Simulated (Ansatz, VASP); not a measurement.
**ScF3 in VASP and in Ansatz**

Contents of INCAR:

```
SYSTEM = ScF3
  ALGO = Normal
  EDIFF = 1E-6
  ENCUT = 520
  GGA = CA
  ISIF = 2
  ISMEAR = -1
  LASPH = .TRUE.
  LCHARG = .FALSE.
  LREAL = .FALSE.
  LWAVE = .FALSE.
  NBANDS = 24
  NELM = 80
  PREC = Accurate
  SIGMA = 0.02
```

Contents of KPOINTS:

```
k-points
0
G
  6 6 6
  0 0 0
```

Contents of POSCAR:

```
ScF3
1.0
    3.9305402819      0.0000000000      0.0000000000
    0.0000000000      3.9305402819      0.0000000000
    0.0000000000      0.0000000000      3.9305402819
Sc F
1 3
Direct
    0.0000000000      0.0000000000      0.0000000000
    0.5000000000      0.0000000000      0.0000000000
    0.0000000000      0.5000000000      0.0000000000
    0.0000000000      0.0000000000      0.5000000000
```

Input for Ansatz:

```yaml
crystal:
  lattice:
    - [3.9305402819, 0.0, 0.0]
    - [0.0, 3.9305402819, 0.0]
    - [0.0, 0.0, 3.9305402819]
  atoms:
    - { symbol: Sc, position: [0.0, 0.0, 0.0] }
    - { symbol: F, position: [0.5, 0.0, 0.0] }
    - { symbol: F, position: [0.0, 0.5, 0.0] }
    - { symbol: F, position: [0.0, 0.0, 0.5] }
kpoints:
  mp_grid: { grid: [6, 6, 6] }
  band_path:
    path:
      - [0.0, 0.0, 0.0]
      - [0.0, 0.5, 0.0]
      - [0.5, 0.5, 0.0]
      - [0.0, 0.0, 0.0]
      - [0.5, 0.5, 0.5]
      - [0.0, 0.5, 0.0]
      - [0.5, 0.5, 0.5]
      - [0.5, 0.5, 0.0]
    npoints: 5
scf:
  occupations: { method: fermi_dirac, width: 0.02 }
hamiltonian:
  xc: lda
  pseudopotentials: { kind: all_electron, lapw: { basis_error: 0.001 } }
output:
  forces: true
  stress: true
  eigenvalues: true
```

Change from the starting cell: volume scaled by 0.94.

Alike in both runs: task single point; functional LDA; k mesh 6 × 6 × 6; occupations fermi-dirac, width 0.02 eV; no spin polarisation.

```csv
,VASP,Ansatz
version,VASP 6.6.1,Ansatz 0.2.0
potentials or method,"VASP PAW LDA potentials, release 64 (Sc_sv, F)","all-electron LAPW, scalar-relativistic"
plane-wave cutoff (eV),520,see its input
```

|  | VASP | Ansatz | Ansatz less VASP |
| --- | --- | --- | --- |
| gap on the k mesh at the Fermi level (eV) | 6.49 | 6.52 | +0.027 |
| pressure (GPa) | 4.6 | 3.7 | -0.82 |

Ansatz ran all-electron here, so the differences hold the error of VASP's frozen core and of both bases.

A k mesh can miss the band edges.
